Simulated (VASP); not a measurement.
Input:

```
CELL_PARAMETERS angstrom
      0.00000     2.35735     2.35735
      2.35735     0.00000     2.35735
      2.35735     2.35735     0.00000
ATOMIC_POSITIONS crystal
  Mg 0.00000 0.00000 0.00000
  H  0.25000 0.25000 0.25000
  H  0.75000 0.75000 0.75000
```

Level of theory: PBEsol GGA, VASP's PBE PAW potentials (set 64) (plane waves; VASP 6.6.1). Settings: 400 eV cut-off, Gaussian smearing of 0.050 eV, potentials Mg H.

Question: What does the run give for the band gap (along the path) with the smallest direct gap where there is one?

Answer: 
- band gap (along the path): none (metal, semimetal or under 0.01 eV)

Total energies compare only between runs with the same potentials, cut-off and functional.

The structure was generated: MgH2 was put into the fluorite type (Fm-3m), which need not be its known phase. It was relaxed first, which changed the volume by -6 %.
